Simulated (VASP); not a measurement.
The cell holds one W (bcc) (110) slab, with vacuum along c, ions free to move until forces fall under 0.03 eV/Å, no reconstruction beyond this cell, dipole correction on.

Here is the system:

```yaml
crystal:
  lattice:
    - [2.73422, 0.00000, 0.00000]
    - [-0.91141, 2.57785, 0.00000]
    - [0.00000, 0.00000, 26.14919]
  atoms:
    - { symbol: W, position: [0.50000, 0.50000, 0.33227] }
    - { symbol: W, position: [0.00000, 0.00000, 0.41459] }
    - { symbol: W, position: [0.50000, 0.50000, 0.50000] }
    - { symbol: W, position: [0.00000, 0.00000, 0.58541] }
    - { symbol: W, position: [0.50000, 0.50000, 0.66773] }
```

Method: PBEsol GGA, VASP's PBE PAW potentials (set 64) (plane waves; VASP). Run with 400 eV cut-off, 11×11×1 Γ-centred mesh, first-order Methfessel-Paxton smearing of 0.10 eV, potentials W_sv.

Slab and bulk use different k-meshes, so the surface energy is good to a few per cent at best. Unless said otherwise, spin-orbit coupling is left out, though it shifts the bands of the heavy elements here.

Q: Predict its surface energy, work function, band gap (on the k-mesh).

A: 
The surface energy comes out as 3.58 J/m² and the work function comes out as 4.89 eV. The band gap (on the k-mesh) comes out as none (metal, semimetal or under 0.01 eV).

Measured: work function 5.25 eV (computed value off by -0.36 eV), as given by Richard Tran et al., Surface Science (2019), arXiv:1902.07811.

The cell is a thin slab with vacuum, built from W (bcc): (110) face.
